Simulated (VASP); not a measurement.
An input for Quantum ESPRESSO's pw.x (written as the equivalent of a VASP run, and not itself run):

```
&CONTROL
  calculation = 'vc-relax'
  pseudo_dir = './pseudo'
  outdir = './out'
  tprnfor = .true.
  tstress = .true.
  nstep = 40
  forc_conv_thr = 0.00078
/
&SYSTEM
  ibrav = 0
  nat = 6
  ntyp = 2
  ecutwfc = 74
  occupations = 'smearing'
  smearing = 'gaussian'
  degauss = 0.003675
  input_dft = 'pbe'
/
&ELECTRONS
  conv_thr = 7.3e-08
  electron_maxstep = 100
/
&IONS
/
&CELL
/
ATOMIC_SPECIES
  W 183.840 W.upf
  S 32.060 S.upf
CELL_PARAMETERS angstrom
     1.5945483   -2.7618386    0.0000000
     1.5945483    2.7618386    0.0000000
     0.0000000    0.0000000   13.8603460
ATOMIC_POSITIONS crystal
  W    0.3333330  0.6666670  0.2500000
  W    0.6666670  0.3333330  0.7500000
  S    0.3333330  0.6666670  0.8633483
  S    0.6666670  0.3333330  0.3633483
  S    0.6666670  0.3333330  0.1366517
  S    0.3333330  0.6666670  0.6366517
K_POINTS automatic
  8 8 2 0 0 0
```

Problem. Write the VASP files for the same calculation (PBE).

Solution. One answer among several that fit: 
### INCAR
```
! general
SYSTEM   =  WS2
PREC     =  Accurate
ENCUT    =  500   ! plane-wave cut-off (eV)
LREAL    =  .FALSE.   ! projection in real space or not
LASPH    =  .TRUE.   ! aspherical one-centre terms

! electronic loop
EDIFF    =  1E-6
NELM     =  100   ! most electronic steps
ALGO     =  Normal   ! blocked Davidson
LMAXMIX  =  6   ! l cut-off of mixed one-centre charges

! smearing
ISMEAR   =  0   ! Gaussian
SIGMA    =  0.05

! functional
GGA      =  PE   ! PBE

! ions
IBRION   =  2   ! conjugate gradients
NSW      =  40   ! most ionic steps
ISIF     =  3
EDIFFG   =  -0.02   ! ionic stop

! output
LWAVE    =  .FALSE.
LCHARG   =  .FALSE.
```

### POSCAR
```
WS2
1.0
  1.5945482505  -2.7618385623   0.0000000000
  1.5945482505   2.7618385623   0.0000000000
  0.0000000000   0.0000000000  13.8603459760
W S
2 4
Cart
  1.5945482505   0.9206146953   3.4650864940
  1.5945482505  -0.9206146953  10.3952594820
  1.5945482505   0.9206146953  11.9663061538
  1.5945482505  -0.9206146953   5.0361331658
  1.5945482505  -0.9206146953   1.8940398222
  1.5945482505   0.9206146953   8.8242128102
```

### KPOINTS
```
Automatic mesh
0
Gamma
8 8 2
0 0 0
```

POTCAR, in this order: W_sv S (PBE.64 set). Program: vasp_std.

The two are equivalent in intent, not identical: the potentials are each code's own (VASP's PAW set, PseudoDojo norm-conserving files in pw.x), so ENCUT and ecutwfc are chosen apart and not converted; conv_thr bounds pw.x's estimated SCF error, while EDIFF bounds the energy change between steps; forc_conv_thr acts on force components and is met together with etot_conv_thr.

The compound is WS2 in the 2H layered structure. It was relaxed first, which changed the volume by +15 %.
